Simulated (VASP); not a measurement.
Calculation: PBEsol GGA, VASP's PBE PAW potentials (set 64) (plane waves; VASP).

The input files of a VASP run:

**INCAR**
```
! general
SYSTEM  = NaSn2Pd3
PREC    = Accurate
ENCUT   = 300
LREAL   = .False.
LASPH   = .True.

! electronic loop
EDIFF   = 1E-6
NELM    = 100
ALGO    = Normal
LMAXMIX = 4

! smearing
ISMEAR  = 0
SIGMA   = 0.05

! functional
GGA     = PS

! ions
ISIF    = 2

! output
LWAVE   = .False.
LCHARG  = .False.
```

POSCAR:
```
NaSn2Pd3
11.7765280
  0.5000000000   0.0000000000   0.0000000000
 -0.2500000000   0.4330126842   0.0000000000
  0.0000000000   0.0000000000   0.3692911867
Na Sn Pd
1 2 3
Direct
 -0.0021350000  -0.0055860000   0.1979760000
  0.6690160000   0.3484400000   0.5033470000
  0.3338080000   0.6671980000   0.4964700000
 -0.0071030000   0.5024100000   0.9846850000
  0.5050650000  -0.0036900000   0.9980290000
  0.5013490000   0.4912280000   0.9894830000
```

### KPOINTS
```
Automatic mesh
0
Gamma
5 5 5
0 0 0
```

POTCAR, in this order: Na_pv Sn_d Pd (PBE.64 set). Program: vasp_std.

Output of the run:

File OSZICAR:
```
       N       E                     dE             d eps       ncg     rms          rms(c)
DAV:   1     0.553322318535E+03    0.55332E+03   -0.23002E+04  5158   0.161E+03
DAV:   2     0.373269536676E+02   -0.51600E+03   -0.49551E+03  5195   0.488E+02
DAV:   3    -0.285772391502E+02   -0.65904E+02   -0.62796E+02  5603   0.159E+02
DAV:   4    -0.310859920725E+02   -0.25088E+01   -0.24940E+01  5544   0.347E+01
DAV:   5    -0.311639365998E+02   -0.77945E-01   -0.77933E-01  6552   0.580E+00    0.876E+00
DAV:   6    -0.306350129072E+02    0.52892E+00   -0.17275E+00  5467   0.891E+00    0.392E+00
DAV:   7    -0.304887023066E+02    0.14631E+00   -0.35335E-01  6036   0.449E+00    0.248E+00
DAV:   8    -0.304386095088E+02    0.50093E-01   -0.15075E-01  5667   0.272E+00    0.350E-01
DAV:   9    -0.304371344607E+02    0.14750E-02   -0.14689E-02  5926   0.125E+00    0.224E-01
DAV:  10    -0.304366067569E+02    0.52770E-03   -0.30198E-03  5503   0.637E-01    0.896E-02
DAV:  11    -0.304366022241E+02    0.45328E-05   -0.51061E-04  5346   0.192E-01    0.433E-02
DAV:  12    -0.304366372882E+02   -0.35064E-04   -0.12543E-04  5236   0.896E-02    0.157E-02
DAV:  13    -0.304366385498E+02   -0.12616E-05   -0.17032E-05  5657   0.481E-02    0.890E-03
DAV:  14    -0.304366395864E+02   -0.10366E-05   -0.61314E-06  4669   0.254E-02    0.511E-03
DAV:  15    -0.304366394523E+02    0.13412E-06   -0.18021E-06  3791   0.146E-02
   1 F= -.30436639E+02 E0= -.30435308E+02  d E =-.266288E-02
```

**OUTCAR**
```
------------------------ aborting loop because EDIFF is reached ----------------------------------------
  FORCE on cell =-STRESS in cart. coord.  units (eV):
  Direction    XX          YY          ZZ          XY          YZ          ZX
  --------------------------------------------------------------------------------------
  Total       -4.4333317     -5.0567396     -6.2268683     -0.0389099      0.1202841     -0.0268597
  in kB      -54.3938049    -62.0425734    -76.3992137     -0.4773964      1.4757995     -0.3295489
  external PRESSURE =     -64.2785307 kB  Pullay stress =       0.0000000 kB
  volume of cell :      130.58
      direct lattice vectors                 reciprocal lattice vectors
     5.888264000  0.000000000  0.000000000     0.169829342  0.098051020  0.000000000
    -2.944132000  5.099386000  0.000000000     0.000000000  0.196102041  0.000000000
     0.000000000  0.000000000  4.348968000     0.000000000  0.000000000  0.229939609
 POSITION                                       TOTAL-FORCE (eV/Angst)
 -----------------------------------------------------------------------------------
      2.94801      5.07090      0.86099         0.000070      0.092568     -0.036291
      2.91349      1.77683      2.18904         0.190751     -0.471855     -0.538136
      0.00123      3.40230      2.15913        -0.039902      0.050934     -0.080888
      4.36728      2.56198      4.28236         0.442321      0.018373      0.291492
      0.04069      5.08057      4.34040        -0.120964      0.067972      0.077596
      1.50584      2.50496      4.30323        -0.472276      0.242009      0.286228
 -----------------------------------------------------------------------------------
    total drift:                               -0.000552      0.000090      0.000476
  FREE ENERGIE OF THE ION-ELECTRON SYSTEM (eV)
  ---------------------------------------------------
  free  energy   TOTEN  =       -30.4366394523 eV

  energy  without entropy=      -30.4339765770  energy(sigma->0) =      -30.43530801
```
(Selected blocks of OUTCAR.)

At this cut-off the stress carries a Pulay error, which pulls relaxed volumes low.

The structure comes from a computed database's NaSn2Pd3 entry (P6mm); how it stands against other phases isn't given here. The cell was not relaxed at this level, atoms are displaced from their ideal sites. The electron count is odd and the run is not spin-polarised, which forces a metal.
